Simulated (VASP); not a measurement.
Consider the following.

```yaml
crystal:
  lattice:
    - [3.08320, 0.00000, 0.00000]
    - [0.00000, 3.08320, 0.00000]
    - [0.00000, 0.00000, 3.08320]
  atoms:
    - { symbol: Sb, position: [0.00000, 0.00000, 0.00000] }
```

The numbers are results of SCAN meta-GGA, VASP's PBE PAW potentials (set 64) (plane waves; VASP), not measurements. Run with 400 eV cut-off, 13×13×13 Γ-centred mesh, tetrahedra with Blöchl corrections, potentials Sb.

### Question
Give the energies of bands 1 to 5 at the high-symmetry points, in eV from the Fermi level.

### Answer

| band | Γ | X | M | R |
|---|---|---|---|---|
| 1 | -13.01 | -10.43 | -7.70 | -4.67 |
| 2 | 3.33 | -5.90 | -3.75 | -1.68 |
| 3 | 3.33 | 5.48 | -3.75 | -1.68 |
| 4 | 3.33 | 5.48 | 2.31 | -1.68 |
| 5 | 7.42 | 9.67 | 7.69 | 5.01 |

It has no gap at this level: it comes out as a metal or semimetal.

The structure comes from a measured Sb entry (Pm-3m) of the Crystallography Open Database, whose conditions weren't checked. It was relaxed first, which changed the volume by -7 %.
